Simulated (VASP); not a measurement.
An input for Quantum ESPRESSO's pw.x (written as the equivalent of a VASP run, and not itself run):

```
&CONTROL
  calculation = 'scf'
  pseudo_dir = './pseudo'
  outdir = './out'
  tprnfor = .true.
  tstress = .true.
/
&SYSTEM
  ibrav = 0
  nat = 1
  ntyp = 1
  ecutwfc = 82
  occupations = 'smearing'
  smearing = 'methfessel-paxton'
  degauss = 0.00735
  input_dft = 'pbe'
/
&ELECTRONS
  conv_thr = 7.3e-09
  electron_maxstep = 100
/
ATOMIC_SPECIES
  Nb 92.906 Nb.upf
CELL_PARAMETERS angstrom
    -1.6526994    1.6526994    1.6526994
     1.6526994   -1.6526994    1.6526994
     1.6526994    1.6526994   -1.6526994
ATOMIC_POSITIONS crystal
  Nb   0.0000000  0.0000000  0.0000000
K_POINTS automatic
  14 14 14 0 0 0
```

Question: Translate this input to VASP (INCAR, KPOINTS, POSCAR, choice of POTCAR).

Answer: One answer among several that fit: 
### INCAR
```
SYSTEM  =  Nb
PREC  =  Accurate; ENCUT  =  480; LREAL  =  F
LASPH  =  T
EDIFF  =  1E-7; NELM  =  100; ALGO  =  Normal
LMAXMIX  =  4
ISMEAR  =  1; SIGMA  =  0.1
GGA  =  PE
ISIF  =  2
LWAVE  =  F; LCHARG  =  F
```

**KPOINTS**
```
Automatic mesh
0
Gamma
14 14 14
0 0 0
```

POSCAR:
```
Nb
1
   -1.6526994055     1.6526994055     1.6526994055
    1.6526994055    -1.6526994055     1.6526994055
    1.6526994055     1.6526994055    -1.6526994055
Nb
1
Direct
  0.0000000000   0.0000000000   0.0000000000
```

POTCAR, in this order: Nb_sv (PBE.64 set). Program: vasp_std.

What does not carry over: the potentials are each code's own (VASP's PAW set, PseudoDojo norm-conserving files in pw.x), so ENCUT and ecutwfc are chosen apart and not converted; conv_thr bounds pw.x's estimated SCF error, while EDIFF bounds the energy change between steps.

The compound is Nb in the bcc structure. It was relaxed first.
